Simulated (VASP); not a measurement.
Calculation: LDA (Ceperley-Alder, Perdew-Zunger), VASP's LDA PAW potentials (set 64) (plane waves; VASP).

The input files of a VASP run:

INCAR:
```
EDIFF = 1E-6
PREC = Accurate
ENCUT = 400   ! plane-wave cut-off (eV)
LWAVE = F
ISMEAR = -1   ! Fermi-Dirac
NELM = 100   ! most electronic steps
SYSTEM = AlN
LCHARG = F
SIGMA = 0.02   ! width (eV)
ALGO = Normal
LASPH = T   ! aspherical one-centre terms
ISIF = 2   ! forces and stress, cell fixed
LREAL = F
```

**KPOINTS**
```
Automatic mesh
0
Gamma
6 6 4
0 0 0
```

POSCAR:
```
AlN
1
    3.0932370000     0.0000000000     0.0000000000
   -1.5466180000     2.6788210000     0.0000000000
    0.0000000000     0.0000000000     4.9602680000
Al N
2 2
Direct
  0.6666670000   0.3333330000   0.4992900000
  0.3333330000   0.6666670000   0.9992900000
  0.6666670000   0.3333330000   0.8807100000
  0.3333330000   0.6666670000   0.3807100000
```

POTCAR, in this order: Al N (LDA.64 set). Program: vasp_std.

Output

File OUTCAR:
```
 ion  position               nearest neighbor table
   1  0.667  0.333  0.499-   4 1.88   4 1.88   4 1.88   3 1.89   2 3.06   2 3.06   2 3.06   2 3.06
                             2 3.06   2 3.06
   2  0.333  0.667  0.999-   3 1.88   3 1.88   3 1.88   4 1.89   1 3.06   1 3.06   1 3.06   1 3.06
                             1 3.06   1 3.06
   3  0.667  0.333  0.881-   2 1.88   2 1.88   2 1.88   1 1.89
   4  0.333  0.667  0.381-   1 1.88   1 1.88   1 1.88   2 1.89
  LATTYP: Found a hexagonal cell.
 ALAT       =     3.0932370000
 C/A-ratio  =     1.6035848530
 Subroutine PRICEL returns:
 Original cell was already a primitive cell.
 Subroutine GETGRP returns: Found 12 space group operations
The static configuration has the point symmetry C_3v.
 The point group associated with its full space group is C_6v.
The dynamic configuration has the point symmetry C_3v.
 Subroutine INISYM returns: Found 12 space group operations
 Subroutine IBZKPT returns following result:
 Found     21 irreducible k-points:

 Following reciprocal coordinates:
            Coordinates               Weight
  0.000000  0.000000  0.000000      1.000000
  0.166667  0.000000  0.000000      6.000000
  0.333333  0.000000  0.000000      6.000000
...
```

### OSZICAR
```
       N       E                     dE             d eps       ncg     rms          rms(c)
DAV:   1     0.360941948247E+02    0.36094E+02   -0.65072E+03   504   0.959E+02
DAV:   2    -0.347626722455E+02   -0.70857E+02   -0.65962E+02   748   0.193E+02
DAV:   3    -0.378819378158E+02   -0.31193E+01   -0.31074E+01   652   0.427E+01
DAV:   4    -0.379019981506E+02   -0.20060E-01   -0.20058E-01   576   0.414E+00
DAV:   5    -0.379022426539E+02   -0.24450E-03   -0.24449E-03   636   0.447E-01    0.123E+01
DAV:   6    -0.329618173746E+02    0.49404E+01   -0.17827E+01   580   0.316E+01    0.455E+00
DAV:   7    -0.328974456065E+02    0.64372E-01   -0.58473E-01   556   0.556E+00    0.288E+00
DAV:   8    -0.328431608428E+02    0.54285E-01   -0.81998E-02   568   0.288E+00    0.364E-01
DAV:   9    -0.328390344217E+02    0.41264E-02   -0.13020E-02   616   0.832E-01    0.213E-01
DAV:  10    -0.328391679987E+02   -0.13358E-03   -0.66318E-04   560   0.192E-01    0.113E-01
DAV:  11    -0.328391295835E+02    0.38415E-04   -0.91061E-05   596   0.813E-02    0.217E-02
DAV:  12    -0.328391294168E+02    0.16671E-06   -0.10174E-06   440   0.865E-03
   1 F= -.32839129E+02 E0= -.32839129E+02  d E =-.263020E-10
```

OUTCAR:
```
------------------------ aborting loop because EDIFF is reached ----------------------------------------
  FORCE on cell =-STRESS in cart. coord.  units (eV):
  Direction    XX          YY          ZZ          XY          YZ          ZX
  --------------------------------------------------------------------------------------
  Total       -1.0617159     -1.0617152     -1.1590157     -0.0000002      0.0000000      0.0000000
  in kB      -41.3863245    -41.3862991    -45.1791302     -0.0000077      0.0000000      0.0000000
  external PRESSURE =     -42.6505846 kB  Pullay stress =       0.0000000 kB
  volume of cell :       41.10
      direct lattice vectors                 reciprocal lattice vectors
     3.093237000  0.000000000  0.000000000     0.323285930  0.186649216  0.000000000
    -1.546618000  2.678821000  0.000000000     0.000000000  0.373298552  0.000000000
     0.000000000  0.000000000  4.960268000     0.000000000  0.000000000  0.201602010
  FREE ENERGIE OF THE ION-ELECTRON SYSTEM (eV)
  ---------------------------------------------------
  free  energy   TOTEN  =       -32.8391294168 eV

  energy  without entropy=      -32.8391294168  energy(sigma->0) =      -32.83912942
```
(Selected blocks of OUTCAR.)

At this cut-off the stress carries a Pulay error, which pulls relaxed volumes low.

The structure comes from a computed database's AlN entry; how it stands against other phases isn't given here. The cell was not relaxed at this level. The run is one of a series of settings (GGA removed, POTCAR Al N (LDA.64 set) against the base run), some of them coarse on purpose.
